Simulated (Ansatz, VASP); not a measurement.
# TiC in two plane-wave programs, part 2 of 2

Wanted: the spread between two codes on one cell, functional and k mesh. The cell is taken from a series of runs on this material, whose earlier steps may have relaxed, scaled, displaced or heated it; both programs get it as it stands.

VASP 6.6.1 and Ansatz 0.2.0.

So far: The structure; VASP: zone-centre phonons, PBEsol, pair 1; Ansatz: zone-centre phonons, PBEsol, pair 1.

**4. Differences**

Known differences besides the potentials themselves: the cutoff is 420 eV in Ansatz and 600 eV in VASP; Ansatz makes its cores anew for this functional, VASP keeps those of its PBE data sets. Total energies have different zeros and are not compared.

Compared:

```tsv
quantity	Ansatz	VASP	difference
optical mode 1 to 3 (cm⁻¹)	584.2	584.6	-0.07 %
```

Modes are paired by rising frequency, not by their patterns, so a pair may set unlike modes beside each other; they are those without the splitting of longitudinal modes.

**5. VASP: zone-centre phonons, PBEsol, pair 2**

Second derivatives magnify differences that forces hide, and they need a tight electronic threshold. The cell compared in this pair holds 19.38 Å³, against 18.99 Å³ for the pair before.

INCAR

```
SYSTEM = TiC
PREC = Accurate
ENCUT = 600
EDIFF = 1E-08
NELM = 120
ISMEAR = 1
SIGMA = 0.2
LREAL = .FALSE.
ALGO = Normal
GGA = PS
NBANDS = 14
LASPH = .TRUE.
LORBIT = 11
LWAVE = .FALSE.
LCHARG = .FALSE.
ISIF = 2
IBRION = 8
GGA_COMPAT = .FALSE.
KPAR = 2
```

POSCAR

```
TiC
1.0
    0.0000000000      2.1320372243      2.1320372243
    2.1320372243      0.0000000000      2.1320372243
    2.1320372243      2.1320372243      0.0000000000
C Ti
1 1
Direct
    0.5000000000      0.5000000000      0.5000000000
    0.0000000000      0.0000000000      0.0000000000
```

KPOINTS

```
Automatic mesh
0
Gamma
16 16 16
0 0 0
```

Potentials, in the order of the species: C and Ti_sv (PBE family, release 64).

The run is started by

```sh
$ mpirun -np 2 vasp_std
```

Numbers of over 12 decimals in the logs are rounded to 6 here.

Log:

```text
[banner, memory and clock lines left out]
running    2 mpi-ranks, on    1 nodes
[...]
[... a notice as in an earlier step ...]

 LDA part: xc-table for (Slater+PW92), standard interpolation
 POSCAR, INCAR and KPOINTS ok, starting setup
[...]
entering main loop
       N       E                     dE             d eps       ncg     rms          rms(c)
DAV:   1     0.127946136422E+03    0.12795E+03   -0.88745E+03  4060   0.153E+03
DAV:   2    -0.162828192684E+02   -0.14423E+03   -0.13606E+03  4300   0.372E+02
DAV:   3    -0.247644652789E+02   -0.84816E+01   -0.83122E+01  5494   0.864E+01
DAV:   4    -0.250896119653E+02   -0.32515E+00   -0.32489E+00  4976   0.153E+01
[...]
DAV:  14    -0.197942441743E+02    0.52327E-06   -0.50559E-07  5520   0.110E-02    0.300E-03
DAV:  15    -0.197942440981E+02    0.76216E-07   -0.10805E-07  5380   0.253E-03    0.201E-04
DAV:  16    -0.197942440993E+02   -0.11846E-08   -0.39264E-09  2840   0.718E-04
   1 F= -.19794244E+02 E0= -.19794120E+02  d E =-.371780E-03
[...]
RMM:  12    -0.118442766912E+00   -0.65970E-07   -0.67859E-08 22410   0.439E-04    0.918E-06
RMM:  13    -0.118442778593E+00   -0.11681E-07   -0.61409E-08 23874   0.236E-04    0.137E-05
RMM:  14    -0.118442784855E+00   -0.62616E-08   -0.94238E-08 23386   0.124E-04    0.978E-06
 first order change of Fermi-energy   0.28320E-03
 force on displaced ion       1 direction 1 : -11.214   0.000   0.000
 Linear response progress:
  Degree of freedom:   2/  2
       N       E                     dE             d eps       ncg     rms          rms(c)
RMM:   1    -0.690966597337E+00   -0.69097E+00    0.59194E+00  9862   0.137E+02
RMM:   2    -0.663031224617E+00    0.27935E-01   -0.24340E-01 16579   0.501E+00    0.235E-01
RMM:   3    -0.661615055526E+00    0.14162E-02   -0.18877E-02 19471   0.118E+00    0.116E-01
RMM:   4    -0.660828145501E+00    0.78691E-03   -0.77776E-03 21264   0.527E-01    0.219E-02
[...]
RMM:  18    -0.662129167183E+00   -0.21165E-06   -0.33615E-06 22699   0.114E-03    0.728E-05
RMM:  19    -0.662129461495E+00   -0.29431E-06   -0.29694E-06 19984   0.998E-04    0.696E-05
RMM:  20    -0.662129554112E+00   -0.92617E-07   -0.25644E-06 20847   0.871E-04    0.694E-05
 first order change of Fermi-energy   0.57230E-04
 force on displaced ion       2 direction 1 : -11.244   0.000   0.000
 Linear response finished
```

From OUTCAR (step 5):

```text
  Total        0.7065277      0.7065277      0.7065277     -0.0000000      0.0000000     -0.0000000
  in kB       58.4016963     58.4016963     58.4016963     -0.0000000      0.0000000     -0.0000000
  external PRESSURE =      58.4016963 kB  Pullay stress =       0.0000000 kB

 POSITION                                       TOTAL-FORCE (eV/Angst)
 -----------------------------------------------------------------------------------
      2.13204      2.13204      2.13204         0.000000      0.000000      0.000000
      0.00000      0.00000      0.00000         0.000000     -0.000000      0.000000
 -----------------------------------------------------------------------------------
    total drift:                                0.000000     -0.000000     -0.000000

[... 1 part as in an earlier step ...]

[... 1 further part left out ...]
```

**6. Ansatz: zone-centre phonons, PBEsol, pair 2**

The same cell, functional, mesh and smearing now go to Ansatz, which takes its cutoff from its data sets.

The cell is taken from a series of runs on this material, whose earlier steps may have relaxed, scaled, displaced or heated it; both programs get it as it stands.

input.yaml

```yaml
crystal:
  lattice:
    - [0.0, 2.1320372243, 2.1320372243]
    - [2.1320372243, 0.0, 2.1320372243]
    - [2.1320372243, 2.1320372243, 0.0]
  atoms:
    - { symbol: C, position: [0.5, 0.5, 0.5] }
    - { symbol: Ti, position: [0.0, 0.0, 0.0] }
kpoints:
  mp_grid: { grid: [16, 16, 16] }
hamiltonian:
  xc: pbesol
  pseudopotentials: { kind: paw, azcp: { folder: soft_1 }, xc_functional: pbe }
scf:
  occupations: { method: methfessel_paxton, width: 0.2 }
output:
  eigenvalues: true
phonons:
  method: dfpt
```

The run is started by

```sh
$ ansatz run input.yaml --threads 4 --pin off --max-ram 10240MiB --backend cpu --events-out ev --progress --plain --runs-dir out
```

Log:

```text
[...]
Crystal: 2 atoms, lattice volume = 19.383 Å³
Basis set: ecut = 420 eV, 339 PW (Γ), exchange–correlation on 48×48×48 points (8 copies of the dense FFT grid, shifted against one another)
Bands: 12, of which v1, the nominal top of the filled ones, is band 8 counted from 1 (7 counted from 0)
Symmetry: 48 space group operations
k-points: 349 of 4096 (irreducible under 8 space group operations, time reversal used)
[...]
k-point 1: bands = [... 4 lower, 2.8428, 15.5572, 15.8176, 15.8176, 16.4067, 16.4067, 17.3516, 18.2017]
  k-point 2: bands = [... 4 lower, 3.1205, 14.6515, 15.0272, 15.0272, 16.4763, 16.4763, 17.7066, 19.3281]
  k-point 348: bands = [... 4 lower, 5.7418, 12.0779, 12.0779, 12.5132, 18.2916, 18.2916, 19.1117, 20.9116]
[...]
ASR residual: 1.577e-5 → 0.000e0 eV/Å²; symmetrization residual: 4.931e-7 eV/Å²
  ASR residual per site (eV/Å²): 1.58e-5 5.81e-6
  Γ frequencies (cm⁻¹): 0.00 0.00 0.00 563.12 563.12 563.12
[...]
[key lines of the parts left out:]
SCF converged after 9 iterations
Free energy (F): -2722.417972 eV
Fermi energy:    15.324501 eV
```

**7. Differences**

Compared:

```tsv
quantity	Ansatz	VASP	difference
optical mode 1 to 3 (cm⁻¹)	563.1	563.7	-0.10 %
```

Modes are paired by rising frequency, not by their patterns, so a pair may set unlike modes beside each other; they are those without the splitting of longitudinal modes.

**8. Ansatz: zone-centre phonons, PBEsol, pair 3**

Second derivatives magnify differences that forces hide, and they need a tight electronic threshold. The cell compared in this pair holds 19.58 Å³, against 19.38 Å³ for the pair before.

The cell is taken from a series of runs on this material, whose earlier steps may have relaxed, scaled, displaced or heated it; both programs get it as it stands.

input.yaml, the sections that differ from step 6:

```yaml
crystal:
  lattice:
    - [0.0, 2.1392645244, 2.1392645244]
    - [2.1392645244, 0.0, 2.1392645244]
    - [2.1392645244, 2.1392645244, 0.0]
  atoms:
    - { symbol: C, position: [0.5, 0.5, 0.5] }
    - { symbol: Ti, position: [0.0, 0.0, 0.0] }
# kpoints, hamiltonian, scf, output, phonons: as in step 6
```

Log:

```text
[...]
Crystal: 2 atoms, lattice volume = 19.580 Å³
Basis set: ecut = 420 eV, 387 PW (Γ), exchange–correlation on 48×48×48 points (8 copies of the dense FFT grid, shifted against one another)
Bands: 12, of which v1, the nominal top of the filled ones, is band 8 counted from 1 (7 counted from 0)
Symmetry: 48 space group operations
k-points: 349 of 4096 (irreducible under 8 space group operations, time reversal used)
[...]
k-point 1: bands = [... 4 lower, 2.7081, 15.3799, 15.6371, 15.6371, 16.2185, 16.2185, 17.1546, 17.9928]
  k-point 2: bands = [... 4 lower, 2.9823, 14.4809, 14.8541, 14.8541, 16.2875, 16.2875, 17.5028, 19.1063]
  k-point 348: bands = [... 4 lower, 5.5905, 11.9170, 11.9170, 12.3584, 18.0772, 18.0772, 18.8803, 20.6492]
[...]
ASR residual: 2.187e-5 → 0.000e0 eV/Å²; symmetrization residual: 3.281e-7 eV/Å²
  ASR residual per site (eV/Å²): 2.19e-5 3.32e-6
  Γ frequencies (cm⁻¹): 0.00 0.00 0.00 552.75 552.75 552.75
[...]
[key lines of the parts left out:]
SCF converged after 9 iterations
Free energy (F): -2722.423111 eV
Fermi energy:    15.145050 eV
```

**9. VASP: zone-centre phonons, PBEsol, pair 3**

The same cell, functional, mesh and smearing now go to VASP, with its own data sets.

INCAR is that of step 5.

POSCAR

```
TiC
1.0
    0.0000000000      2.1392645244      2.1392645244
    2.1392645244      0.0000000000      2.1392645244
    2.1392645244      2.1392645244      0.0000000000
C Ti
1 1
Direct
    0.5000000000      0.5000000000      0.5000000000
    0.0000000000      0.0000000000      1.0000000000
```

KPOINTS is that of step 5.

The run is started by

```sh
$ mpirun -np 2 vasp_std
```

Log:

```text
[... set-up lines as in an earlier step ...]
 entering main loop
       N       E                     dE             d eps       ncg     rms          rms(c)
DAV:   1     0.129288812325E+03    0.12929E+03   -0.90175E+03  4060   0.153E+03
DAV:   2    -0.161724826490E+02   -0.14546E+03   -0.13692E+03  4282   0.374E+02
DAV:   3    -0.247526399176E+02   -0.85802E+01   -0.83516E+01  5368   0.874E+01
DAV:   4    -0.251203168993E+02   -0.36768E+00   -0.36737E+00  4976   0.164E+01
[...]
DAV:  14    -0.197999100178E+02    0.54228E-06   -0.29159E-07  5766   0.807E-03    0.251E-03
DAV:  15    -0.197999099263E+02    0.91492E-07   -0.74860E-08  5362   0.197E-03    0.338E-04
DAV:  16    -0.197999099270E+02   -0.74328E-09   -0.51906E-09  2716   0.860E-04
   1 F= -.19799910E+02 E0= -.19799781E+02  d E =-.387899E-03
 Linear response reoptimize wavefunctions to high precision
DAV:   1    -0.197999099233E+02    0.37101E-08   -0.67114E-10  3058   0.321E-04
DAV:   2    -0.197999099233E+02    0.47748E-11   -0.13692E-10  2402   0.110E-04
 Linear response DOF=           2
 Linear response progress:
[...]
RMM:  11    -0.118263993978E+00    0.16283E-06   -0.17029E-07 23054   0.784E-04    0.584E-05
RMM:  12    -0.118264060124E+00   -0.66146E-07   -0.15710E-08 22435   0.431E-04    0.103E-05
RMM:  13    -0.118264069867E+00   -0.97427E-08   -0.48298E-08 23770   0.231E-04    0.126E-05
 first order change of Fermi-energy   0.28433E-03
 force on displaced ion       1 direction 1 : -10.811   0.000   0.000
 Linear response progress:
  Degree of freedom:   2/  2
       N       E                     dE             d eps       ncg     rms          rms(c)
RMM:   1    -0.693275452577E+00   -0.69328E+00    0.58334E+00  9862   0.138E+02
RMM:   2    -0.665904983587E+00    0.27370E-01   -0.24363E-01 16587   0.501E+00    0.233E-01
RMM:   3    -0.664406382661E+00    0.14986E-02   -0.18739E-02 19458   0.117E+00    0.115E-01
RMM:   4    -0.663600691533E+00    0.80569E-03   -0.78761E-03 21277   0.527E-01    0.220E-02
[...]
RMM:  20    -0.664896797370E+00    0.40834E-07   -0.26555E-06 21118   0.844E-04    0.553E-05
RMM:  21    -0.664897456054E+00   -0.65868E-06   -0.21995E-06 21563   0.760E-04    0.457E-05
RMM:  22    -0.664897428912E+00    0.27142E-07   -0.19470E-06 21855   0.648E-04    0.511E-05
 first order change of Fermi-energy   0.63254E-04
 force on displaced ion       2 direction 1 : -10.833   0.000   0.000
 Linear response finished
```

Parts of OUTCAR (step 9):

```text
  Total        0.3624716      0.3624716      0.3624716     -0.0000000     -0.0000000      0.0000000
  in kB       29.6593108     29.6593108     29.6593108     -0.0000000     -0.0000000      0.0000000
  external PRESSURE =      29.6593108 kB  Pullay stress =       0.0000000 kB

 POSITION                                       TOTAL-FORCE (eV/Angst)
 -----------------------------------------------------------------------------------
      2.13926      2.13926      2.13926         0.000000      0.000000     -0.000000
      0.00000      0.00000      0.00000         0.000000     -0.000000      0.000000
 -----------------------------------------------------------------------------------
    total drift:                                0.000000     -0.000000     -0.000000

[... 1 part as in an earlier step ...]

[... 1 further part left out ...]
```

**10. Differences**

Both answers:

```tsv
quantity	Ansatz	VASP	difference
optical mode 1 to 3 (cm⁻¹)	552.8	553.4	-0.12 %
```

Modes are paired by rising frequency, not by their patterns, so a pair may set unlike modes beside each other; they are those without the splitting of longitudinal modes.

**11. Outcome**

```yaml
r_m_s_difference_of_the_optical_zone_centre_modes_each_program_s_sorted_by_frequency_zone_centre_phonons_pbesol_pair_1: 0.40 cm⁻¹
r_m_s_difference_of_the_optical_zone_centre_modes_each_program_s_sorted_by_frequency_zone_centre_phonons_pbesol_pair_2: 0.56 cm⁻¹
r_m_s_difference_of_the_optical_zone_centre_modes_each_program_s_sorted_by_frequency_zone_centre_phonons_pbesol_pair_3: 0.69 cm⁻¹
```

**Reading.** The r.m.s. difference of the optical zone-centre modes, each program's sorted by frequency is 0.40 cm⁻¹ (zone-centre phonons, PBEsol, pair 1). How closely two codes agree says nothing of how well the functional describes the real material.

[Lines on the potential files, build, host, timing and source positions are cut from VASP's logs without a mark.]

[Logs are printed without paths, hosts, clocks, repeated set-up lines and the standing remarks that a program may print on its own settings, such as how far it seeks lower states.]

[Hosts, paths, dates, database ids (printed as entryN), source tags and the programs' standing remarks are cut or masked in the printed files.]
